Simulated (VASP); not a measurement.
VASP input:

**KPOINTS**
```
K-points
0
Gamma
12 12 12
```

### POSCAR
```
SnC
1.0
  3.0139838572   0.0000000000   0.0000000000
  0.0000000000   3.0139838572   0.0000000000
  0.0000000000   0.0000000000   3.0139838572
Sn C
1 1
Cart
  0.0000000000   0.0000000000   0.0000000000
  1.5069919286   1.5069919286   1.5069919286
```

**INCAR**
```
SYSTEM = SnC
PREC = Accurate
ENCUT = 620
EDIFF = 1E-6
NELM = 100
ALGO = Normal
LREAL = .FALSE.
LASPH = .TRUE.
ISMEAR = 1
SIGMA = 0.1
GGA = PS
LMAXMIX = 4
LWAVE = .FALSE.
LCHARG = .FALSE.
IBRION = 2
ISIF = 3
NSW = 40
EDIFFG = -0.02
PSTRESS = 100
```

POTCAR, in this order: Sn_d C (PBE.64 set). Program: vasp_std.

Task: Write an equivalent input for Quantum ESPRESSO's pw.x.

Result: One equivalent input (not run):
```
&CONTROL
  calculation = 'vc-relax'
  pseudo_dir = './pseudo'
  outdir = './out'
  tprnfor = .true.
  tstress = .true.
  nstep = 40
  forc_conv_thr = 0.00078
/
&SYSTEM
  ibrav = 0
  nat = 2
  ntyp = 2
  ecutwfc = 82
  occupations = 'smearing'
  smearing = 'methfessel-paxton'
  degauss = 0.00735
  input_dft = 'pbesol'
/
&ELECTRONS
  conv_thr = 7.3e-08
  electron_maxstep = 100
/
&IONS
/
&CELL
  press = 100
/
ATOMIC_SPECIES
  Sn 118.710 Sn.upf
  C 12.011 C.upf
CELL_PARAMETERS angstrom
     3.0139839    0.0000000    0.0000000
     0.0000000    3.0139839    0.0000000
     0.0000000    0.0000000    3.0139839
ATOMIC_POSITIONS crystal
  Sn   0.0000000  0.0000000  0.0000000
  C    0.5000000  0.5000000  0.5000000
K_POINTS automatic
  12 12 12 0 0 0
```
Limits of the translation: the potentials are each code's own (VASP's PAW set, PseudoDojo norm-conserving files in pw.x), so ENCUT and ecutwfc are chosen apart and not converted; conv_thr bounds pw.x's estimated SCF error, while EDIFF bounds the energy change between steps; forc_conv_thr acts on force components and is met together with etot_conv_thr.

The structure was generated: SnC was put into the CsCl type type (Pm-3m), which need not be its known phase. This run relaxes it under an external pressure of 10 GPa. Symmetry was kept, so distortions that lower it aren't found.
